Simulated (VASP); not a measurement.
Given:

```xyz
4
Lattice="3.9751 0.0000 0.0000 0.0000 3.9751 0.0000 0.0000 0.0000 3.9751" Properties=species:S:1:pos:R:3 pbc="T T T"
Hg     0.0000     0.0000     0.0000
Pd     0.0000     1.9876     1.9876
Pd     1.9876     0.0000     1.9876
Pd     1.9876     1.9876     0.0000
```

The numbers are results of PBEsol GGA, VASP's PBE PAW potentials (set 64) (plane waves; VASP), not measurements. Run with 400 eV cut-off, Gaussian smearing of 0.050 eV, potentials Hg Pd.

Task: Give the energies of bands 11 to 24 at the high-symmetry points, in eV from the Fermi level.

Result: 
```
band      Γ      X      M      R
----  -----  -----  -----  -----
11    -2.69  -3.44  -3.15  -2.75
12    -2.69  -2.23  -3.15  -2.75
13    -1.04  -2.23  -2.87  -1.04
14    -1.04  -2.02  -2.08  -1.04
15    -1.04  -2.00  -2.08  -1.04
16    -0.60  -1.54  -1.83  -0.91
17    -0.60  -1.54  -1.79  -0.91
18    -0.12  -1.52  -1.79  -0.32
19     0.24  -1.33  -1.29  -0.32
20     0.24  -1.15  -1.21  -0.32
21     0.24  -0.65   0.30  -0.07
22     2.09   0.24   0.87  -0.07
23     2.09   6.77   1.74  -0.07
24     2.09   7.03   1.74   0.84
```

It has no gap at this level: it comes out as a metal or semimetal.

The structure comes from a computed database's HgPd3 entry (Pm-3m); how it stands against other phases isn't given here. It was relaxed first.
